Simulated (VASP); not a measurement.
# VSi11C12 (a cell with a defect) in VASP: notebook, part 3 of 3

VASP 6.6.1. Earlier steps stand in the parts before.

## (5) Single point, PBEsol+U, collinear spin, ferromagnetic start

The input, INCAR:

```
PREC = Accurate ; ENCUT = 450
EDIFF = 1E-5 ; ISMEAR = 0
SIGMA = 0.03 ; LREAL = Auto
LASPH = T ; NELM = 120
ALGO = Normal ; ISIF = 2
LWAVE = F ; LCHARG = F
ISPIN = 2 ; MAGMOM = 1 0 0 0 0 0 0 0 0 0 0 0 0 0 0 0 0 0 0 0 0 0 0 0
LORBIT = 11 ; LMAXMIX = 4
LDAU = T ; LDAUTYPE = 2
LDAUL = 2 -1 -1 ; LDAUU = 3 0 0
LDAUJ = 0 0 0 ; LDAUPRINT = 1
GGA = PS ; KPAR = 4
```

The input, KPOINTS:

```
regular mesh
0
Gamma
  2 3 3
```

The input, POSCAR:

```
VSi11C12
1.0
    0.0000000000      6.5370000000      6.5370000000
    4.3580000000      0.0000000000      4.3580000000
    4.3580000000      4.3580000000      0.0000000000
V Si C
1 11 12
Direct
    0.0000000000      0.0000000000      0.0000000000
    0.0000000000      0.0000000000      0.5000000000
    0.0000000000      0.5000000000      0.0000000000
    0.0000000000      0.5000000000      0.5000000000
    0.3333330000      0.0000000000      0.0000000000
    0.3333330000      0.0000000000      0.5000000000
    0.3333330000      0.5000000000      0.0000000000
    0.3333330000      0.5000000000      0.5000000000
    0.6666670000      0.0000000000      0.0000000000
    0.6666670000      0.0000000000      0.5000000000
    0.6666670000      0.5000000000      0.0000000000
    0.6666670000      0.5000000000      0.5000000000
    0.0833333333      0.1250000000      0.1250000000
    0.0833333333      0.1250000000      0.6250000000
    0.0833333333      0.6250000000      0.1250000000
    0.0833333333      0.6250000000      0.6250000000
    0.4166663333      0.1250000000      0.1250000000
    0.4166663333      0.1250000000      0.6250000000
    0.4166663333      0.6250000000      0.1250000000
    0.4166663333      0.6250000000      0.6250000000
    0.7500003333      0.1250000000      0.1250000000
    0.7500003333      0.1250000000      0.6250000000
    0.7500003333      0.6250000000      0.1250000000
    0.7500003333      0.6250000000      0.6250000000
```

Potentials or basis: VASP PAW PBE potentials, release 64 (V_sv, Si, C).

The run is started by

```bash
cat potpaw_PBE.64/V_sv/POTCAR potpaw_PBE.64/Si/POTCAR potpaw_PBE.64/C/POTCAR > POTCAR
mpirun -np 4 vasp_std > vasp.out
```

OUTCAR:

```text
PREC = Accurate
   ENCUT = 450
   EDIFF = 1E-5
   ISMEAR = 0
   LREAL = Auto
   LASPH = T
   NELM = 120
   ISIF = 2
   ISPIN = 2
   LORBIT = 11
   GGA = PS

 ion  position               nearest neighbor table
   1  0.000  0.000  0.000-  21 1.89  13 1.89  15 1.89  14 1.89
   2  0.000  0.000  0.500-  22 1.89  14 1.89  16 1.89  13 1.89   6 3.08  10 3.08   9 3.08  12 3.08
                             5 3.08   8 3.08   4 3.08   3 3.08   4 3.08   3 3.08
   3  0.000  0.500  0.000-  23 1.89  15 1.89  16 1.89  13 1.89   7 3.08  11 3.08   9 3.08  12 3.08
                             8 3.08   5 3.08   4 3.08   4 3.08   2 3.08   2 3.08
   4  0.000  0.500  0.500-  24 1.89  16 1.89  14 1.89  15 1.89   8 3.08  12 3.08  11 3.08  10 3.08
                             7 3.08   6 3.08   3 3.08   2 3.08   2 3.08   3 3.08
   5  0.333  0.000  0.000-  13 1.89  17 1.89  18 1.89  19 1.89   2 3.08   3 3.08   6 3.08   7 3.08
                             6 3.08   8 3.08   7 3.08   8 3.08  10 3.08  11 3.08   9 3.08
   6  0.333  0.000  0.500-  14 1.89  18 1.89  17 1.89  20 1.89   2 3.08   4 3.08   5 3.08   8 3.08
                             5 3.08   7 3.08   7 3.08   8 3.08   9 3.08  12 3.08  10 3.08
   7  0.333  0.500  0.000-  15 1.89  19 1.89  17 1.89  20 1.89   3 3.08   4 3.08   5 3.08   8 3.08
                             6 3.08   8 3.08   5 3.08   6 3.08  12 3.08   9 3.08  11 3.08
   8  0.333  0.500  0.500-  16 1.89  20 1.89  19 1.89  18 1.89   4 3.08   3 3.08   2 3.08   6 3.08
[... 1393 lines left out ...]
     4.358000000  0.000000000  4.358000000     0.114731528 -0.114731528  0.114731528
     4.358000000  4.358000000  0.000000000     0.114731528  0.114731528 -0.114731528

 POSITION                                       TOTAL-FORCE (eV/Angst)
 -----------------------------------------------------------------------------------
      0.00000      0.00000      0.00000         0.041919     -0.012925     -0.012925
      2.17900      2.17900      0.00000        -0.009935      0.001089     -0.195019
      2.17900      0.00000      2.17900        -0.009935     -0.195019      0.001089
      4.35800      2.17900      2.17900         0.274743      0.002156      0.002156
      0.00000      2.17900      2.17900        -0.156962     -0.052016     -0.052016
      2.17900      4.35800      2.17900         0.040221      0.105052      0.013072
[... 16 lines left out ...]
      3.26850      5.44750      7.62650         0.026301     -0.025478     -0.014061
      5.44750      7.62650      7.62650        -0.012914      0.002363      0.002363
 -----------------------------------------------------------------------------------
    total drift:                               -0.003907     -0.000106     -0.000106

  FREE ENERGIE OF THE ION-ELECTRON SYSTEM (eV)
  ---------------------------------------------------
  free  energy   TOTEN  =      -189.3242349339 eV

  energy  without entropy=     -189.3242339556  energy(sigma->0) =     -189.32423444

 total charge

# of ion       s       p       d       tot
------------------------------------------
    1        2.413   6.335   3.280  12.029
    2        0.709   0.970   0.000   1.679
    3        0.709   0.970   0.000   1.679
    4        0.704   0.963   0.000   1.667
    5        0.707   0.968   0.000   1.675
    6        0.709   0.972   0.000   1.680
[... 16 lines left out ...]
   23        0.835   1.700   0.000   2.535
   24        0.835   1.700   0.000   2.535
--------------------------------------------------
tot         20.317  37.357   3.280  60.954

 magnetization (x)

# of ion       s       p       d       tot
------------------------------------------
    1       -0.010  -0.001  -0.933  -0.944
    2       -0.007  -0.009   0.000  -0.016
    3       -0.007  -0.009   0.000  -0.016
    4        0.000   0.001   0.000   0.001
    5       -0.000   0.000   0.000   0.000
    6       -0.004  -0.005   0.000  -0.008
[... 16 lines left out ...]
   23       -0.000   0.001   0.000   0.001
   24       -0.000   0.000   0.000   0.000
--------------------------------------------------
tot         -0.029   0.042  -0.933  -0.919
```

It took 2.1 min on 4 MPI ranks of Intel Xeon 6975P-C (Granite Rapids), shared host; peak memory 0.55 GiB.

What came out:

| Quantity | Value |
| --- | --- |
| Free energy | -189.3242 eV |
| Largest force | 2.176 eV/Å |
| Band gap on the k mesh | 0.16 eV, indirect (least direct gap 0.55 eV) |
| Net moment | -1.00 μB per cell |
| Site moments | V -0.94; Si -0.02, +0.00, -0.01, -0.00; C +0.02, +0.00, -0.00 μB |
| Valence electrons inside the program's atomic spheres | V 12.03; Si 1.68, 1.67; C 2.55, 2.54, 2.53 |

Forces on the atoms (eV/Å):
```
V    0.042 -0.013 -0.013
Si  -0.010  0.001 -0.195
Si  -0.010 -0.195  0.001
Si   0.275  0.002  0.002
Si  -0.157 -0.052 -0.052
Si   0.040  0.105  0.013
Si   0.040  0.013  0.105
Si   0.005 -0.012 -0.012
Si  -0.164  0.072  0.072
Si  -0.041  0.073 -0.008
Si  -0.041 -0.008  0.073
Si  -0.010  0.013  0.013
C    1.261  1.091  1.091
C   -1.359 -1.084  1.154
C   -1.359  1.154 -1.084
C   -0.042  0.005  0.005
C   -0.069  0.045  0.045
C    0.078  0.007 -0.022
C    0.078 -0.022  0.007
C   -0.032 -0.002 -0.002
C    1.436 -1.156 -1.156
C    0.026 -0.014 -0.025
C    0.026 -0.025 -0.014
C   -0.013  0.002  0.002
```

Levels at points of the mesh, in eV from the valence-band top:
Spin up:
```csv
k point,band 49,band 50,band 51,band 52,band 53,band 54,band 55,band 56
"(0.00, 0.00, 0.00)",-1.83,-1.37,-1.26,-1.25,0.29,1.18,1.34,1.47
"(0.50, 0.00, 0.00)",-1.75,-1.71,-1.35,-1.34,0.22,0.36,1.20,1.50
```
Spin down:
| k point | band 50 | band 51 | band 52 | band 53 | band 54 | band 55 | band 56 | band 57 |
| --- | --- | --- | --- | --- | --- | --- | --- | --- |
| (0.00, 0.00, 0.00) | -1.40 | -1.28 | -1.25 | -0.28 | 0.26 | 0.84 | 1.32 | 1.33 |
| (0.50, 0.00, 0.00) | -1.73 | -1.39 | -1.36 | -0.41 | 0.16 | 0.35 | 0.90 | 1.47 |

Eigenvalues of the final occupation matrices:
```
    site  spin  trace               eigenvalues
site 1 d     1   1.19  0.07 0.10 0.32 0.35 0.35
site 1 d     2   2.13  0.12 0.37 0.40 0.40 0.84
```

Caveat: the cutoff is under 1.25 times the usual one of these potentials, so pressure, stress and relaxed cells hold a basis-set (Pulay) error; the PAW data sets were made with another functional, which shifts forces and pressure a little; the U is typed as a test and isn't derived for this compound. The state reached can hang on the start; a lower one may exist.

## (6) Single point, PBEsol+U, collinear spin, ferromagnetic start

Changes to INCAR since step 5:

```diff
@@ -4,3 +4,3 @@
 LASPH = T ; NELM = 120
-ALGO = Normal ; ISIF = 2
+ALGO = All ; ISIF = 2
 LWAVE = F ; LCHARG = F
@@ -11,2 +11,3 @@
 LDAUJ = 0 0 0 ; LDAUPRINT = 1
-GGA = PS ; KPAR = 4
+GGA = PS ; ISYM = 0
+KPAR = 4
```

KPOINTS is that of step 5.

POSCAR is that of step 5.

Potentials or basis: VASP PAW PBE potentials, release 64 (V_sv, Si, C).

The run is started by

```bash
cat potpaw_PBE.64/V_sv/POTCAR potpaw_PBE.64/Si/POTCAR potpaw_PBE.64/C/POTCAR > POTCAR
mpirun -np 4 vasp_std > vasp.out
```

It took 4.3 min on 4 MPI ranks of Intel Xeon 6975P-C (Granite Rapids), shared host; peak memory 0.81 GiB.

It converged, with:

```yaml
Free_energy: -189.3242 eV
Largest_force: 2.184 eV/Å
Band_gap_on_the_k_mesh: 0.16 eV, indirect (least direct gap 0.55 eV)
Net_moment: 1.00 μB per cell
Site_moments: V +0.94; Si +0.02, -0.00, +0.01, +0.00; C -0.02, -0.00, +0.00 μB
Valence_electrons_inside_the_program's_atomic_spheres: V 12.03; Si 1.68, 1.67; C 2.55, 2.54, 2.53
```

Forces on the atoms (eV/Å):
```
V    0.047 -0.012 -0.011
Si  -0.010  0.000 -0.192
Si  -0.010 -0.194  0.000
Si   0.273  0.001  0.001
Si  -0.156 -0.052 -0.051
Si   0.039  0.105  0.012
Si   0.038  0.013  0.104
Si   0.005 -0.011 -0.011
Si  -0.164  0.072  0.071
Si  -0.041  0.073 -0.008
Si  -0.040 -0.009  0.072
Si  -0.011  0.013  0.013
C    1.265  1.099  1.095
C   -1.364 -1.091  1.155
C   -1.365  1.160 -1.088
C   -0.041  0.005  0.005
C   -0.073  0.044  0.043
C    0.079  0.011 -0.022
C    0.080 -0.023  0.012
C   -0.034 -0.002 -0.002
C    1.441 -1.163 -1.159
C    0.026 -0.015 -0.028
C    0.026 -0.027 -0.014
C   -0.011  0.002  0.002
```

Levels at points of the mesh, in eV from the valence-band top:
Spin up:
```tsv
k point	band 51	band 52	band 53	band 54	band 55	band 56
(0.00, 0.00, 0.00)	-1.28	-1.25	-0.28	0.27	0.85	1.32
(0.50, 0.00, 0.00)	-1.39	-1.36	-0.41	0.16	0.35	0.90
```
Spin down:
```tsv
k point	band 50	band 51	band 52	band 53	band 54	band 55
(0.00, 0.00, 0.00)	-1.37	-1.25	-1.25	0.29	1.18	1.34
(0.50, 0.00, 0.00)	-1.71	-1.35	-1.34	0.22	0.36	1.20
```

Eigenvalues of the final occupation matrices:
| site | spin | trace | eigenvalues |
| --- | --- | --- | --- |
| site 1 d | 1 | 2.13 | 0.12 0.37 0.40 0.40 0.84 |
| site 1 d | 2 | 1.19 | 0.07 0.10 0.32 0.35 0.35 |

Caveat: the cutoff is under 1.25 times the usual one of these potentials, so pressure, stress and relaxed cells hold a basis-set (Pulay) error; the PAW data sets were made with another functional, which shifts forces and pressure a little; the U is typed as a test and isn't derived for this compound.

## (7) Overview

```tsv
U	fixed moment (μB)	cell	k mesh	mesh quality	moment (μB)	largest force (eV/Å)
V d U = 5 eV	1	P1, 10.35 Å³/atom	2 × 3 × 3	coarse	1.00	0.27
V d U = 3 eV	1	P1, 10.35 Å³/atom	3 × 4 × 4	not flagged	1.00	0.12
V d U = 3 eV	-	Cm, 10.35 Å³/atom	2 × 3 × 3	not flagged	1.00	2.18
```

Some of these runs hold the atoms at other places in the same cell, which the table doesn't show; runs alike in all that it shows share one row.

Alike in all rows: task single point; level PBEsol+U; potentials or basis VASP PAW PBE potentials, release 64 (V_sv, Si, C); spin collinear, ferromagnetic start; cutoff (eV) 450; smearing gaussian 0.03 eV.

Caveats: some runs use coarse meshes; the cutoff is under 1.25 times the usual one of these potentials, so pressure, stress and relaxed cells hold a basis-set (Pulay) error; the PAW data sets were made with another functional, which shifts forces and pressure a little; the U is typed as a test and isn't derived for this compound; the total moment is fixed, so each spin has its own Fermi level (some runs).

Total energies depend on the potentials used, so only differences within one code and one set of settings carry meaning.
